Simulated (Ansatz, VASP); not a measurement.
# Si15H4O28 in two plane-wave programs

Wanted: the spread between two codes on one cell, functional and k mesh. Of the first pair: The structure shown is the start of the Ansatz relaxation below; VASP solves that cell, so the two are compared at the walk's first step.

Main program and level: Ansatz 0.2.0; plane waves, with VASP 6.6.1 beside it; single point at PBE with D3(BJ).

## (1) The structure

The cell holds 47 atoms: 15 Si, 4 H and 28 O. Its edges and angles: a = 8.553 Å, b = 8.553 Å, c = 8.553 Å, α = 90.0°, β = 90.0°, γ = 90.0°.

## (2) Ansatz: relaxation, PBE with D3(BJ)

Ansatz runs on its PAW soft_1 files.

The two programs are compared at the cell with which this relaxation starts, whose forces are those of its first step.

Contents of input.yaml:

```yaml
crystal:
  lattice:
    - [8.5527642702, 0.0, 0.0]
    - [0.0, 8.5527642702, 0.0]
    - [0.0, 0.0, 8.5527642702]
  atoms:
    - { symbol: Si, position: [0.674579, 0.276414, 0.153521] }
    - { symbol: Si, position: [0.395682, 0.773905, 0.345798] }
    - { symbol: Si, position: [0.38813, 0.075681, 0.156346] }
    - { symbol: Si, position: [0.686545, 0.567114, 0.355712] }
    - { symbol: Si, position: [0.175941, 0.064469, 0.861652] }
    - { symbol: Si, position: [0.177937, 0.766142, 0.640663] }
    - { symbol: Si, position: [0.672947, 0.058196, 0.639737] }
    - { symbol: Si, position: [0.165059, 0.555183, 0.145711] }
    - { symbol: Si, position: [0.906359, 0.789419, 0.143357] }
    - { symbol: Si, position: [0.874975, 0.565678, 0.647169] }
    - { symbol: Si, position: [0.393506, 0.285054, 0.656018] }
    - { symbol: Si, position: [0.892675, 0.067792, 0.36823] }
    - { symbol: Si, position: [0.181033, 0.286274, 0.376745] }
    - { symbol: Si, position: [0.67991, 0.79298, 0.865917] }
    - { symbol: Si, position: [0.886582, 0.277487, 0.851235] }
    - { symbol: H, position: [0.55313, 0.719849, 0.958235] }
    - { symbol: H, position: [0.49508, 0.397321, 0.739821] }
    - { symbol: H, position: [0.245991, 0.456043, 0.029241] }
    - { symbol: H, position: [0.292358, 0.679674, 0.737489] }
    - { symbol: O, position: [0.03154, 0.663847, 0.079021] }
    - { symbol: O, position: [0.273442, 0.020228, 0.017418] }
    - { symbol: O, position: [0.792296, 0.677982, 0.24475] }
    - { symbol: O, position: [0.283212, 0.352546, 0.522085] }
    - { symbol: O, position: [0.934903, 0.43247, 0.763018] }
    - { symbol: O, position: [0.284301, 0.182015, 0.763834] }
    - { symbol: O, position: [0.784183, 0.991063, 0.501784] }
    - { symbol: O, position: [0.114404, 0.432173, 0.275304] }
    - { symbol: O, position: [0.790055, 0.313992, 0.008557] }
    - { symbol: O, position: [0.615791, 0.93098, 0.762726] }
    - { symbol: O, position: [0.808586, 0.850261, 0.989607] }
    - { symbol: O, position: [0.026207, 0.16371, 0.902094] }
    - { symbol: O, position: [0.777443, 0.174762, 0.271652] }
    - { symbol: O, position: [0.132693, 0.911915, 0.750975] }
    - { symbol: O, position: [0.442998, 0.930211, 0.259761] }
    - { symbol: O, position: [0.02584, 0.668553, 0.596005] }
    - { symbol: O, position: [0.521372, 0.162882, 0.585131] }
    - { symbol: O, position: [0.292707, 0.666389, 0.221636] }
    - { symbol: O, position: [0.298166, 0.187316, 0.27507] }
    - { symbol: O, position: [0.546473, 0.678794, 0.408685] }
    - { symbol: O, position: [0.036918, 0.173371, 0.42682] }
    - { symbol: O, position: [0.619309, 0.423575, 0.256317] }
    - { symbol: O, position: [0.758266, 0.672631, 0.749839] }
    - { symbol: O, position: [0.53394, 0.17278, 0.095008] }
    - { symbol: O, position: [0.786211, 0.173281, 0.731453] }
    - { symbol: O, position: [0.78714, 0.498107, 0.498131] }
    - { symbol: O, position: [0.960103, 0.927322, 0.258264] }
    - { symbol: O, position: [0.274478, 0.804272, 0.486266] }
  symmetry: { detect: false }
kpoints:
  mp_grid: { grid: [2, 2, 2] }
scf:
  occupations: { method: fermi_dirac, width: 0.05 }
hamiltonian:
  xc: pbe
  dispersion: d3bj
  pseudopotentials: { kind: paw, azcp: { folder: soft_1 } }
output:
  forces: true
  stress: true
relax:
  f_tol: 0.04
  max_steps: 150
  escape_saddle: false
  cell: { stress_tol: 0.4, fix: [] }
```

Run with:

```console
$ ansatz run input.yaml --threads 5 --pin off --max-ram 12800MiB --backend cpu --events-out ev --progress --plain --runs-dir out
```

Numbers of over 12 decimals in the logs are rounded to 6 here.

Log:

```text
Engine: ansatz 0.2.0, x86_64-unknown-linux-gnu
Pseudopotentials: kind: paw
Pseudopotential: Si, paw, valence charge 4, recommended cutoff 420 eV (normal), soft_1/Si.paw.azcp
Pseudopotential: H, paw, valence charge 1, recommended cutoff 420 eV (normal), soft_1/H.paw.azcp
Pseudopotential: O, paw, valence charge 6, recommended cutoff 420 eV (normal), soft_1/O.paw.azcp
Functional definition: PBE
  parameter kappa = 0.804
  parameter beta = 0.066725
  exchange = pbe_x(kappa = kappa, mu = beta*pi^2/3)
  correlation = pbe_c(beta = beta)
Crystal: 47 atoms, lattice volume = 625.633 Å³
Basis set: ecut = 420 eV, 12197 PW (Γ), exchange–correlation on 120×120×120 points (8 copies of the dense FFT grid, shifted against one another)
Bands: 163, of which v1, the nominal top of the filled ones, is band 116 counted from 1 (115 counted from 0)
Symmetry: 1 space group operations
k-points: 8
Non-local potential: Si, projectors of the file, l = 0: 2, l = 1: 2, l = 2: 1
Non-local potential: H, projectors of the file, l = 0: 2, l = 1: 1
Non-local potential: O, projectors of the file, l = 0: 2, l = 1: 2, l = 2: 1
PAW form: soft (Blöchl's): semilocal exchange-correlation on the pseudo side does not see the compensation charge
PAW one-centre angular grid: Si, 110 points (default); XC on 64 Gauss nodes
PAW one-centre angular grid: H, 110 points (default); XC on 64 Gauss nodes
PAW one-centre angular grid: O, 110 points (default); XC on 64 Gauss nodes
Initial density: superposition of atomic densities (chi_scale 0.1, normalization cell, long waves kept (reshape's long-wave potential 0.46 eV rms))
Initial wavefunctions: pseudopotential atomic-orbital guess
Functional: x = pbe(κ = 0.804, μ = 0.219515), c = pbe(β = 0.066725)
SCF iter   1: F=—  HF=-25565.796050 eV  |F-HF|=—  |Δ(HF+E_count)|=         —  Δρ=1.27e-1  dr2=9.09e1  ethr=3.10e-3  ⟨swp⟩=6.0  Hψ=5902  notcnv=0  defer=215
preconditioner: auto → Resta (q_TF=auto, 2.313 Å⁻¹)  ε∞=2.6  [insulator: Δε(μ)=7.443 eV  Ē_g=17.702 eV  σ=0.050 eV  W_gap=1.00  n_scr=122 (ndim 8)  ℏωp=22.6 eV  f_vac=0.027  D(μ)=0.00/eV (n_scr^D=0)  ε∞_Penn≈2.6]
SCF iter   2: F=—  HF=-25540.563750 eV  |F-HF|=—  |Δ(HF+E_count)|=    2.52e1  Δρ=4.36e-2  dr2=6.66e0  ethr=3.10e-3  ⟨swp⟩=3.0  Hψ=3221  notcnv=0  defer=323
SCF iter   3: F=—  HF=-25539.456072 eV  |F-HF|=—  |Δ(HF+E_count)|=    1.11e0  Δρ=2.00e-2  dr2=1.82e0  ethr=2.87e-3  ⟨swp⟩=3.0  Hψ=1239  notcnv=0  defer=323
SCF iter   4: F=—  HF=-25539.345025 eV  |F-HF|=—  |Δ(HF+E_count)|=   1.11e-1  Δρ=3.21e-3  dr2=5.13e-2  ethr=7.83e-4  ⟨swp⟩=3.2  Hψ=2009  notcnv=0  defer=337
SCF iter   5: F=—  HF=-25539.366644 eV  |F-HF|=—  |Δ(HF+E_count)|=   2.16e-2  Δρ=1.98e-3  dr2=1.83e-2  ethr=2.21e-5  ⟨swp⟩=2.0  Hψ=1981  notcnv=0  defer=337
SCF iter   6: F=—  HF=-25539.368929 eV  |F-HF|=—  |Δ(HF+E_count)|=   2.28e-3  Δρ=3.25e-4  dr2=6.81e-4  ethr=7.90e-6  ⟨swp⟩=2.0  Hψ=1762  notcnv=0  defer=337
SCF iter   7: F=—  HF=-25539.370007 eV  |F-HF|=—  |Δ(HF+E_count)|=   1.08e-3  Δρ=1.25e-4  dr2=9.17e-5  ethr=2.94e-7  ⟨swp⟩=2.0  Hψ=1714  notcnv=0  defer=337
SCF iter   8: F=—  HF=-25539.369762 eV  |F-HF|=—  |Δ(HF+E_count)|=   2.44e-4  Δρ=7.06e-5  dr2=2.34e-5  ethr=3.95e-8  ⟨swp⟩=2.0  Hψ=2080  notcnv=0  defer=337
SCF iter   9: F=—  HF=-25539.369769 eV  |F-HF|=—  |Δ(HF+E_count)|=   7.24e-6  Δρ=1.12e-5  dr2=8.01e-7  ethr=1.01e-8  ⟨swp⟩=2.0  Hψ=1739  notcnv=0  defer=337
SCF iter  10: F=—  HF=-25539.369771 eV  |F-HF|=—  |Δ(HF+E_count)|=   1.22e-6  Δρ=5.63e-6  dr2=1.55e-7  ethr=4.31e-11  ⟨swp⟩=5.6  Hψ=4845  notcnv=0
SCF iter  11: F=-25539.369771 eV  HF=-25539.369771 eV  |F-HF|=1.26e-8  |Δ(HF+E_count)|=   4.05e-8  Δρ=1.95e-6  dr2=2.09e-8  ethr=4.31e-11  ⟨swp⟩=5.0  Hψ=4581  notcnv=0
SCF 1 converged in 11 iterations: F = -25539.369771 eV  dr2 = 2.09e-8
  greatest PAW one-centre occupation: 0.866 electrons in one spin orbital (limit 2), on the O atom at site 28 (counted from 0), in its partial waves of l = 0
relax step   1: F+E_penalty+E_count = -25539.36977071 eV  Δ(F+E_penalty+E_count) = +0.000e0 eV  max|allowed force component| = 2.162e0 eV/Å  Δτ_max = 0.0000 Å  P = +5.864 GPa  Ω = 625.633 Å³  (11 SCF iters, dr2 threshold 1.00e-7 eV, accepted)
Crystal: 47 atoms, lattice volume = 634.155 Å³
Basis set: ecut = 420 eV, 12425 PW (Γ), exchange–correlation on 120×120×120 points (8 copies of the dense FFT grid, shifted against one another)
Initial density: handed on by an earlier stage of this run
Initial wavefunctions: those handed on with the density
iter 1 solved again at ethr=1.59e-4 eV; its pass at ethr=3.10e-3 eV (dr2=3.68e-1 eV) is discarded
SCF iter   1: F=—  HF=-25540.542159 eV  |F-HF|=—  |Δ(HF+E_count)|=         —  Δρ=8.90e-3  dr2=3.81e-1  ethr=1.59e-4  ⟨swp⟩=5.5  Hψ=6628  notcnv=0  defer=2
preconditioner: auto → Resta (q_TF=auto, 2.307 Å⁻¹)  ε∞=2.9  [insulator: Δε(μ)=5.910 eV  Ē_g=16.422 eV  σ=0.050 eV  W_gap=1.00  n_scr=122 (ndim 8)  ℏωp=22.5 eV  f_vac=0.174  D(μ)=0.00/eV (n_scr^D=0)  ε∞_Penn≈2.9]
[...]
SCF 7 converged in 4 iterations: F = -25541.610339 eV  dr2 = 3.62e-9
[...]
Internal energy: -25541.610339 eV  (E = F + TS)
E sigma→0 (E₀):  -25541.610339 eV
Fermi energy:    4.681139 eV
--- Per-component energies (eV) ---
  E_band       = -1154.682206
  E_kinetic    = 5528.715895
  E_local      = -15567.963673  (includes V_loc(G=0)·N_el)
  E_nonlocal   = 1796.505249
  E_hartree    = 5855.425889
  E_xc         = -2903.878800
  E_vxc        = -3342.560650  (∫ρ·V_xc dr)
  E_paw        = -12263.620053  (= ΣΔE_a)
  E_vpaw       = -1280.251872  (= ΣTr[D̂ρ^β])
  E_aug_tail   = 0.019245  (compensation charges beyond the density's cutoff)
  E_ewald      = -7980.843879
  E_disp       = -5.970212  (pairwise vdW)
  E_smearing   = -0.000000  (= −TS)
  E_closure    = -0.000000  (closes the sum)
  Σ components = -25541.610339   (vs F -25541.610339, Δ=0.00e0)
--- Forces (eV/Å), atoms counted from 1 ---
  atom   1  Si    -0.00576754     0.00993469    -0.01203465
  atom   2  Si     0.00062264    -0.00766520    -0.00224363
  atom   3  Si     0.00935923     0.00759021    -0.00622004
  atom   4  Si    -0.00415499    -0.01025178     0.00038309
  atom   5  Si     0.00409069     0.00987520     0.00117975
  atom   6  Si     0.00324887    -0.00276011     0.00614643
  atom   7  Si     0.00056851     0.00885502     0.00792869
  atom   8  Si     0.00506172    -0.00828844    -0.00177202
  atom   9  Si    -0.00566386    -0.00407646    -0.00432269
  atom  10  Si    -0.00055655    -0.00738561     0.00589712
  atom  11  Si     0.00049818     0.00521428     0.00429468
  atom  12  Si    -0.00237757     0.01002665    -0.00578878
  atom  13  Si     0.00202845     0.00582420    -0.00204472
  atom  14  Si    -0.00002998    -0.00588340     0.00300001
  atom  15  Si    -0.00203350     0.00730661     0.00505505
  atom  16  H     -0.01020933    -0.00132393     0.00436647
  atom  17  H      0.00375468     0.00712655     0.00035796
  atom  18  H      0.00324864    -0.00255461    -0.00735137
  atom  19  H      0.00022058     0.00082521     0.00142947
  atom  20  O     -0.00440689     0.00772167     0.00154376
  atom  21  O     -0.00375871    -0.00190321    -0.00221711
  atom  22  O      0.00332786     0.00487651    -0.00166822
  atom  23  O     -0.00223750    -0.00301764    -0.00187973
  atom  24  O     -0.00059327     0.00456436    -0.00352513
[...]
atom  40  O     -0.00328077    -0.00500134     0.00122409
  atom  41  O      0.00292490     0.00060317     0.00419802
  atom  42  O      0.00078520    -0.00199338    -0.00541077
  atom  43  O     -0.00306037    -0.00558690     0.00566056
  atom  44  O     -0.00402873    -0.00723723    -0.00405385
  atom  45  O      0.00210552     0.00465457     0.00164830
  atom  46  O      0.00049735    -0.00076702     0.00184044
  atom  47  O     -0.00358563     0.00180168    -0.00127656
  max |Σ_I F_I| component: 1.19e-5 eV/Å
--- Stress (GPa, compression-positive) ---
       -0.062473       0.004213      -0.005832
        0.004222      -0.062295       0.005347
       -0.005823       0.005356      -0.061630
  P = ⅓ Tr σ = -0.0621 GPa (-0.621 kbar)
--- Relaxed structure (6 steps of the walk, 6 accepted, 1 SCFs on fresh bases) ---
  F+E_penalty+E_count = -25541.61033854 eV   max|allowed force component| = 1.203e-2 eV/Å   (the final SCF, on the basis selected at the relaxed cell)
  cell:  # Å, volume = 613.9077 Å³
    - [8.499370, 0.010000, -0.010768]
    - [0.010000, 8.498754, 0.00904555]
    - [-0.010768, 0.00904555, 8.498903]
  atoms:
    - { symbol: Si, position: [0.679811, 0.277228, 0.149830] }
    - { symbol: Si, position: [0.391624, 0.767463, 0.351845] }
    - { symbol: Si, position: [0.391857, 0.066271, 0.150529] }
    - { symbol: Si, position: [0.679905, 0.565159, 0.360775] }
    - { symbol: Si, position: [0.189367, 0.074819, 0.862221] }
    - { symbol: Si, position: [0.181468, 0.774651, 0.651922] }
    - { symbol: Si, position: [0.673598, 0.059607, 0.642410] }
    - { symbol: Si, position: [0.171287, 0.552932, 0.140131] }
    - { symbol: Si, position: [0.896721, 0.784493, 0.143717] }
    - { symbol: Si, position: [0.881364, 0.564575, 0.659494] }
    - { symbol: Si, position: [0.404021, 0.286758, 0.641965] }
    - { symbol: Si, position: [0.897861, 0.059391, 0.367769] }
    - { symbol: Si, position: [0.172679, 0.283466, 0.367292] }
    - { symbol: Si, position: [0.669638, 0.785041, 0.873938] }
    - { symbol: Si, position: [0.890688, 0.276357, 0.861870] }
    - { symbol: H, position: [0.534729, 0.719992, 0.960336] }
    - { symbol: H, position: [0.490461, 0.421414, 0.707634] }
    - { symbol: H, position: [0.236166, 0.466133, 0.00534222] }
    - { symbol: H, position: [0.282000, 0.673925, 0.752135] }
    - { symbol: O, position: [0.036904, 0.674281, 0.074442] }
    - { symbol: O, position: [0.287272, -0.00593836, 0.0068457] }
    - { symbol: O, position: [0.778603, 0.676430, 0.244247] }
    - { symbol: O, position: [0.282599, 0.352742, 0.507753] }
    - { symbol: O, position: [0.962603, 0.420005, 0.757104] }
    - { symbol: O, position: [0.303070, 0.203361, 0.780445] }
    - { symbol: O, position: [0.789153, 0.986255, 0.507888] }
    - { symbol: O, position: [0.094862, 0.430808, 0.270270] }
    - { symbol: O, position: [0.787146, 0.346989, 0.00721393] }
    - { symbol: O, position: [0.604191, 0.919089, 0.752078] }
    - { symbol: O, position: [0.799233, 0.861862, 0.996443] }
    - { symbol: O, position: [0.034063, 0.167180, 0.928315] }
    - { symbol: O, position: [0.788982, 0.168949, 0.259315] }
    - { symbol: O, position: [0.134046, 0.937288, 0.742391] }
    - { symbol: O, position: [0.457895, 0.923017, 0.260102] }
    - { symbol: O, position: [0.018648, 0.684675, 0.604281] }
    - { symbol: O, position: [0.526396, 0.157164, 0.565015] }
    - { symbol: O, position: [0.310267, 0.654009, 0.222708] }
    - { symbol: O, position: [0.281220, 0.183923, 0.248716] }
    - { symbol: O, position: [0.536008, 0.669452, 0.432911] }
    - { symbol: O, position: [0.038439, 0.167698, 0.440800] }
    - { symbol: O, position: [0.609566, 0.419998, 0.256697] }
    - { symbol: O, position: [0.752814, 0.645972, 0.773499] }
    - { symbol: O, position: [0.537541, 0.169424, 0.079982] }
    - { symbol: O, position: [0.773619, 0.177622, 0.751141] }
    - { symbol: O, position: [0.789002, 0.498493, 0.504148] }
    - { symbol: O, position: [0.970569, 0.919265, 0.258719] }
    - { symbol: O, position: [0.271442, 0.822419, 0.489179] }
[key lines of the parts left out:]
SCF converged after 4 iterations
Free energy (F): -25541.610339 eV
```

In the SCF lines HF is the Harris–Foulkes energy and dr2 the Hartree energy of the density residual, in eV; the loop may stop once dr2 is under the threshold and the program's other checks hold. Hψ counts applications of the Hamiltonian.

(Continued in part 2 of 2.)

[Lines on the potential files, build, host, timing and source positions are cut from VASP's logs without a mark.]

[Logs are printed without paths, hosts, clocks, repeated set-up lines and the standing remarks that a program may print on its own settings, such as how far it seeks lower states.]

[Hosts, paths, dates, database ids (printed as entryN), source tags and the programs' standing remarks are cut or masked in the printed files.]
